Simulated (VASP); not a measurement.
A VASP calculation is set up with these files.

**INCAR**
```
AGGAC = 0.0
ALGO = Normal
EDIFF = 1E-6
EDIFFG = -0.01
ENCUT = 520
GGA = CX
IBRION = 2
ISIF = 3
ISMEAR = 0
LASPH = .TRUE.
LCHARG = .FALSE.
LREAL = .FALSE.
LUSE_VDW = .TRUE.
LWAVE = .FALSE.
NELM = 100
NSW = 60
PREC = Accurate
SIGMA = 0.05
SYSTEM = MgS
```

POSCAR:
```
MgS
1
    0.0000000000     2.6000000000     2.6000000000
    2.6000000000     0.0000000000     2.6000000000
    2.6000000000     2.6000000000     0.0000000000
Mg S
1 1
Direct
  0.0000000000   0.0000000000   0.0000000000
  0.5000000000   0.5000000000   0.5000000000
```

**KPOINTS**
```
K-points
0
G
8 8 8
0 0 0
```

POTCAR, in this order: Mg S (PBE.64 set). Program: vasp_std.

**Question.** Translate this vdW-DF-cx calculation to Quantum ESPRESSO's pw.x.

**Answer.** One equivalent input (not run):
```
&CONTROL
  calculation = 'vc-relax'
  pseudo_dir = './pseudo'
  outdir = './out'
  tprnfor = .true.
  tstress = .true.
  nstep = 60
  forc_conv_thr = 0.00039
/
&SYSTEM
  ibrav = 0
  nat = 2
  ntyp = 2
  ecutwfc = 84
  occupations = 'smearing'
  smearing = 'gaussian'
  degauss = 0.003675
  input_dft = 'vdw-df-cx'
/
&ELECTRONS
  conv_thr = 7.3e-08
  electron_maxstep = 100
/
&IONS
/
&CELL
/
ATOMIC_SPECIES
  Mg 24.305 Mg.upf
  S 32.060 S.upf
CELL_PARAMETERS angstrom
     0.0000000    2.6000000    2.6000000
     2.6000000    0.0000000    2.6000000
     2.6000000    2.6000000    0.0000000
ATOMIC_POSITIONS crystal
  Mg   0.0000000  0.0000000  0.0000000
  S    0.5000000  0.5000000  0.5000000
K_POINTS automatic
  8 8 8 0 0 0
```
The two are equivalent in intent, not identical: the potentials are each code's own (VASP's PAW set, PseudoDojo norm-conserving files in pw.x), so ENCUT and ecutwfc are chosen apart and not converted; conv_thr bounds pw.x's estimated SCF error, while EDIFF bounds the energy change between steps; forc_conv_thr acts on force components and is met together with etot_conv_thr.

The compound is MgS in the rock salt structure. This run relaxes it. Symmetry was kept, so distortions that lower it aren't found.
